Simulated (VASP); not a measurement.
# LiHgS (P4/mmm) in VASP: further runs, part 2 of 2

VASP 6.6.1. The steps go on from the part before.

**3. Relaxation of the atoms, PBEsol**

INCAR reads:

```
SYSTEM = LiHgS
  PREC = Accurate
  ENCUT = 520
  EDIFF = 1E-6
  ISMEAR = 0
  SIGMA = 0.05
  LREAL = .FALSE.
  LASPH = .TRUE.
  NELM = 60
  ALGO = Fast
  ISIF = 2
  LWAVE = .FALSE.
  LCHARG = .FALSE.
  GGA = PS
  IBRION = 2
  NSW = 60
  EDIFFG = -0.02
```

KPOINTS reads:

```
Automatic mesh
0
G
  8 8 5
  0 0 0
```

POSCAR reads:

```
LiHgS
1.0
    3.4963915900      0.0000000000      0.0000000000
    0.0000000000      3.4963915900      0.0000000000
    0.0000000000      0.0000000000      6.2343297600
Li Hg S
1 1 1
Direct
    0.5000000000      0.5000000000      0.5000000000
    0.0000000000      0.0000000000      0.0000000000
    0.0000000000      0.0000000000      0.5000000000
```

Potentials or basis: VASP PAW PBE potentials, release 64 (Li_sv, Hg, S).

On the command line:

```console
> cat potpaw_PBE.64/Li_sv/POTCAR potpaw_PBE.64/Hg/POTCAR potpaw_PBE.64/S/POTCAR > POTCAR
> mpirun -np 1 vasp_std > vasp.out
```

OUTCAR:

```text
SYSTEM = LiHgS
   PREC = Accurate
   ENCUT = 520
   EDIFF = 1E-6
   ISMEAR = 0
   LREAL = .FALSE.
   LASPH = .TRUE.
   NELM = 60
   ISIF = 2
   GGA = PS
   IBRION = 2
   NSW = 60
   EDIFFG = -0.02

 ion  position               nearest neighbor table
   1  0.500  0.500  0.500-   3 2.47   3 2.47   3 2.47   3 2.47
   2  0.000  0.000  0.000-   3 3.12   3 3.12
   3  0.000  0.000  0.500-   1 2.47   1 2.47   1 2.47   1 2.47   2 3.12   2 3.12

  LATTYP: Found a simple tetragonal cell.
 ALAT       =     3.4963915900
 C/A-ratio  =     1.7830753792

  Lattice vectors:

 A1 = (   3.4963915900,   0.0000000000,   0.0000000000)
 A2 = (   0.0000000000,   3.4963915900,   0.0000000000)
 A3 = (   0.0000000000,   0.0000000000,   6.2343297600)

Analysis of symmetry for initial positions (statically):
=====================================================================
 Subroutine PRICEL returns:
 Original cell was already a primitive cell.

 Routine SETGRP: Setting up the symmetry group for a
 simple tetragonal supercell.

 Subroutine GETGRP returns: Found 16 space group operations
 (whereof 16 operations were pure point group operations)
 out of a pool of 16 trial point group operations.

The static configuration has the point symmetry D_4h.

Analysis of symmetry for dynamics (positions and initial velocities):
=====================================================================
 Subroutine PRICEL returns:
 Original cell was already a primitive cell.

 Routine SETGRP: Setting up the symmetry group for a
 simple tetragonal supercell.

 Subroutine GETGRP returns: Found 16 space group operations
 (whereof 16 operations were pure point group operations)
 out of a pool of 16 trial point group operations.

The dynamic configuration has the point symmetry D_4h.

 Subroutine INISYM returns: Found 16 space group operations
 (whereof 16 operations are pure point group operations),
 and found     1 'primitive' translations

----------------------------------------------------------------------------------------

                                     Primitive cell

  volume of cell :      76.2131

  direct lattice vectors                    reciprocal lattice vectors
     3.496391590  0.000000000  0.000000000     0.286009154  0.000000000  0.000000000
     0.000000000  3.496391590  0.000000000     0.000000000  0.286009154  0.000000000
     0.000000000  0.000000000  6.234329760     0.000000000  0.000000000  0.160402166

  length of vectors
     3.496391590  3.496391590  6.234329760     0.286009154  0.286009154  0.160402166

  position of ions in fractional coordinates (direct lattice)
     0.500000000  0.500000000  0.500000000
     0.000000000  0.000000000  0.000000000
     0.000000000  0.000000000  0.500000000

  ion indices of the primitive-cell ions
   primitive index   ion index
                 1           1
                 2           2
                 3           3

----------------------------------------------------------------------------------------

 KPOINTS: Automatic mesh

Automatic generation of k-mesh.
 Grid dimensions read from file:
[... 50 lines left out ...]
   dimension x,y,z NGX =    28 NGY =   28 NGZ =   48
   dimension x,y,z NGXF=    56 NGYF=   56 NGZF=   96
   ions per type =               1   1   1
   NGX,Y,Z   is equivalent  to a cutoff of  13.31, 13.31, 12.80 a.u.
   NGXF,Y,Z  is equivalent  to a cutoff of  26.63, 26.63, 25.60 a.u.
 SYSTEM =  LiHgS
   PREC   = accura    normal or accurate (medium, high low for compatibility)
   ISTART =      0    job   : 0-new  1-cont  2-samecut
   ICHARG =      2    charge: 1-file 2-atom 10-const
   ISPIN  =      1    spin polarized calculation?
   LNONCOLLINEAR =      F non collinear calculations
   LSORBIT =      F    spin-orbit coupling
   LASPH  =      T    aspherical Exc in radial PAW
   ENCUT  =  520.0 eV  38.22 Ry    6.18 a.u.   6.50  6.50 11.59*2*pi/ulx,y,z
   NELM   =     60;   NELMIN=  2; NELMDL= -5     # of ELM steps
   EDIFF  = 0.1E-05   stopping-criterion for ELM
   LREAL  =      F    real-space projection
   EDIFFG = -.2E-01   stopping-criterion for IOM
   NSW    =     60    number of steps for IOM
   IBRION =      2    ionic relax: 0-MD 1-quasi-New 2-CG
   NFREE  =      1    steps in history (QN), initial steepest desc. (CG)
   ISIF   =      2    stress and relaxation
   ISYM   =      2    0-nonsym 1-usesym 2-fastsym
   POTIM  = 0.5000    time-step for ionic-motion
   TEBEG  =    0.0;   TEEND  =   0.0 temperature during run
   PSTRESS=    0.0 pullay stress
   NELECT =      21.0000    total number of electrons
   NUPDOWN=      -1.0000    fix difference up-down
   EMIN   =  10.00;   EMAX   =-10.00  energy-range for DOS
   EFERMI =   0.00;   METHOD = LEGACY
   ISMEAR =     0;   SIGMA  =   0.05  broadening in eV -4-tet -1-fermi 0-gaus
   EFERMI_NEDOS =   21; number of points for ismear=-14 and -15
   IALGO  =     68    algorithm
   IMIX   =      4    mixing-type and parameters
     AMIX     =   0.40;   BMIX     =  1.00
     AMIX_MAG =   1.60;   BMIX_MAG =  1.00
  volume/ion in A,a.u.               =      25.40       171.44
  Fermi-wavevector in a.u.,A,eV,Ry     =   1.065298  2.013122 15.440718  1.134861
  Thomas-Fermi vector in A             =   2.200845
   LORBIT       =      0    0 simple, 1 ext, 2 COOP (PROOUT), +10 PAW based schemes
   GGA     = PS    functional components
   LHFCALC =     F    Hartree Fock is set to
   AEXX    =    0.0000 exact exchange contribution
   IVDW    =     0    specifies the selected vdW correction
   LEPSILON=     F    determine dielectric tensor
   LRPA    =     F    only Hartree local field effects (RPA)
 conjugate gradient relaxation of ions
 non-spin polarized calculation
 RMM-DIIS sequential band-by-band and
 Gauss-broadening in eV      SIGMA  =   0.05
  energy-cutoff  :      520.00
  volume of cell :       76.21
 maximum number of plane-waves:      2095
 NGX is ok and might be reduce to    28
   NGX = 13   NGY = 13   NGZ = 23

 number of electron      21.0000002 magnetization

 Free energy of the ion-electron system (eV)
  ---------------------------------------------------
  ext. energy  EPLUGINS =         0.00000000
  ---------------------------------------------------
  free energy    TOTEN  =        -7.86471507 eV

  energy without entropy =       -7.86297985  energy(sigma->0) =       -7.86384746

 E-fermi :   0.5433     XC(G=0):  -8.4801

 val. band max:        0.4996895390   @ k =   0.2500   0.0000   0.4000
 cond. band min:       0.5662763275   @ k =   0.2500   0.0000   0.0000
 fundamental gap:      0.0665867886
 Fermi energy:         0.5432603768

 k-point     1 :       0.0000    0.0000    0.0000
  band No.  band energies     occupation
      1     -43.5370      2.00000
      2     -11.0936      2.00000
      3      -5.8000      2.00000
      4      -5.5807      2.00000
      5      -5.0726      2.00000
      6      -5.0726      2.00000
      7      -5.0158      2.00000
      8      -3.6507      2.00000
      9      -2.2096      2.00000
     10       0.2768      2.00000
     11       0.2768      2.00000
     12       5.6773      0.00000
     13       6.8484      0.00000
     14       8.0706      0.00000
[... 377 lines left out ...]
      1     -43.5348      2.00000
      2     -10.5659      2.00000
      3      -5.5259      2.00000
      4      -5.4118      2.00000
      5      -5.3111      2.00000
      6      -5.0943      2.00000
      7      -5.0324      2.00000
      8      -2.3527      2.00000
      9      -2.0618      2.00000
     10      -0.0244      2.00000
     11       0.3133      2.00000
     12       1.7374      0.00000
     13       5.7946      0.00000
     14       7.3373      0.00000

 [... further k-points ...]

------------------------ aborting loop because EDIFF is reached ----------------------------------------

  FORCE on cell =-STRESS in cart. coord.  units (eV):
  Direction    XX          YY          ZZ          XY          YZ          ZX
  --------------------------------------------------------------------------------------
  -------------------------------------------------------------------------------------
  Total       -0.8248816     -0.8248816     -3.7768385      0.0000000      0.0000000      0.0000000
  in kB      -17.3409259    -17.3409259    -79.3979139      0.0000000      0.0000000      0.0000000
  external PRESSURE =     -38.0265885 kB  Pullay stress =       0.0000000 kB

 VOLUME and BASIS-vectors are now :
 -----------------------------------------------------------------------------
  energy-cutoff  :      520.00
  volume of cell :       76.21
      direct lattice vectors                 reciprocal lattice vectors
     3.496391590  0.000000000  0.000000000     0.286009154  0.000000000  0.000000000
     0.000000000  3.496391590  0.000000000     0.000000000  0.286009154  0.000000000
     0.000000000  0.000000000  6.234329760     0.000000000  0.000000000  0.160402166

 POSITION                                       TOTAL-FORCE (eV/Angst)
 -----------------------------------------------------------------------------------
      1.74820      1.74820      3.11716         0.000000      0.000000      0.000000
      0.00000      0.00000      0.00000         0.000000      0.000000      0.000000
      0.00000      0.00000      3.11716         0.000000      0.000000      0.000000
 -----------------------------------------------------------------------------------
    total drift:                               -0.000000      0.000000      0.000000

  FREE ENERGIE OF THE ION-ELECTRON SYSTEM (eV)
  ---------------------------------------------------
  free  energy   TOTEN  =        -7.8647150666 eV

  energy  without entropy=       -7.8629798537  energy(sigma->0) =       -7.86384746

 reached required accuracy - stopping structural energy minimisation
```

OSZICAR:

```text
N       E                     dE             d eps       ncg     rms          rms(c)
DAV:   1     0.129130115232E+03    0.12913E+03   -0.94668E+03  1260   0.135E+03
DAV:   2     0.594532448796E+00   -0.12854E+03   -0.12262E+03  1434   0.306E+02
DAV:   3    -0.929171994069E+01   -0.98863E+01   -0.97899E+01  2316   0.732E+01
[... 11 lines left out ...]
RMM:  15    -0.786470474739E+01   -0.10327E-04   -0.89405E-05  1453   0.471E-02    0.357E-03
RMM:  16    -0.786470989739E+01   -0.51500E-05   -0.45827E-05  1262   0.327E-02    0.298E-03
RMM:  17    -0.786471277006E+01   -0.28727E-05   -0.23650E-05  1171   0.249E-02    0.237E-03
RMM:  18    -0.786471427216E+01   -0.15021E-05   -0.13201E-05   993   0.197E-02    0.210E-03
RMM:  19    -0.786471506662E+01   -0.79446E-06   -0.73434E-06   853   0.166E-02
   1 F= -.78647151E+01 E0= -.78638475E+01  d E =-.786472E+01
```

CONTCAR:

```text
LiHgS
   1.00000000000000
     3.4963915900000000    0.0000000000000000    0.0000000000000000
     0.0000000000000000    3.4963915900000000    0.0000000000000000
     0.0000000000000000    0.0000000000000000    6.2343297599999996
  Li              Hg              S
     1     1     1
Direct
     0.5000000000000000    0.5000000000000000    0.5000000000000000
     0.0000000000000000    0.0000000000000000    0.0000000000000000
     0.0000000000000000    0.0000000000000000    0.5000000000000000

  0.00000000E+00  0.00000000E+00  0.00000000E+00
  0.00000000E+00  0.00000000E+00  0.00000000E+00
  0.00000000E+00  0.00000000E+00  0.00000000E+00
```

Wall time 49 s (1 thread of Intel Xeon Platinum 8259CL at 2.50GHz (Skylake/Cascade Lake), shared host); peak memory 0.22 GiB.

What came out:

* Free energy: -7.8647 eV
* Band gap on the k mesh: none (metal or under the smearing width)

Final structure:
```yaml
crystal:
  lattice:
    - [3.49639, 0.00000, 0.00000]
    - [0.00000, 3.49639, 0.00000]
    - [0.00000, 0.00000, 6.23433]
  atoms:
    - { symbol: Li, position: [0.50000, 0.50000, 0.50000] }
    - { symbol: Hg, position: [0.00000, 0.00000, 0.00000] }
    - { symbol: S, position: [0.00000, 0.00000, 0.50000] }
```

Caveat: the cutoff is under 1.25 times the usual one of these potentials, so pressure, stress and relaxed cells hold a basis-set (Pulay) error; the relaxation stopped at its first step, so nothing moved; the PAW data sets were made with another functional, which shifts forces and pressure a little.

**4. For comparison**

An earlier run on the cell as given: functional PBE; potentials or basis VASP PAW PBE potentials, release 64 (Li_sv, Hg, S); cutoff 520 eV; k mesh 8 × 8 × 5; occupations fermi-dirac, width 0.05 eV; no spin polarisation.

* Band gap on the k mesh: none (metal or under the smearing width)

**5. Overview**

| task | level | cell | cutoff (eV) | smearing | gap on the mesh (eV) |
| --- | --- | --- | --- | --- | --- |
| relaxation of cell and atoms | PBE | relaxed | 600 | gaussian 0.05 eV | none |
| relaxation of the atoms | PBEsol | atoms relaxed | 520 | gaussian 0.05 eV | none |
| single point | PBE | as given | 520 | fermi-dirac 0.05 eV | none |

Alike in all rows: potentials or basis VASP PAW PBE potentials, release 64 (Li_sv, Hg, S); no spin polarisation; k mesh 8 × 8 × 5.

Caveats: the cutoff is under 1.25 times the usual one of these potentials, so pressure, stress and relaxed cells hold a basis-set (Pulay) error; the relaxation stopped at its first step, so nothing moved (some runs); the PAW data sets were made with another functional, which shifts forces and pressure a little (some runs).

Absolute energies hang on the potentials; compare differences alone.
